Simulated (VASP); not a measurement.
Consider the following.

```
HfB2
1.0
    1.57582    -2.71377     0.00000
    1.54876     2.69815     0.00000
    0.00000     0.00000     3.45438
Hf B
1 2
Cartesian
  0.00000   0.00000   0.00000
  1.55778   0.89418   1.72719
  1.56680  -0.90980   1.72719
```

Method: PBEsol GGA, VASP's PBE PAW potentials (set 64) (plane waves; VASP). Numerical set-up: 600 eV cut-off, 10×10×8 Γ-centred mesh, first-order Methfessel-Paxton smearing of 0.10 eV, potentials Hf_pv B.

Problem. Give the stress tensor in GPa (positive for a compressed cell).

Solution. 
```
 0.01   2.67   0.00
 2.67   0.00   0.00
 0.00   0.00  -0.18
```
The pressure is its mean diagonal, -0.06 GPa.

The compound is HfB2 in the AlB2 type structure. This cell was strained or had an atom moved on purpose.
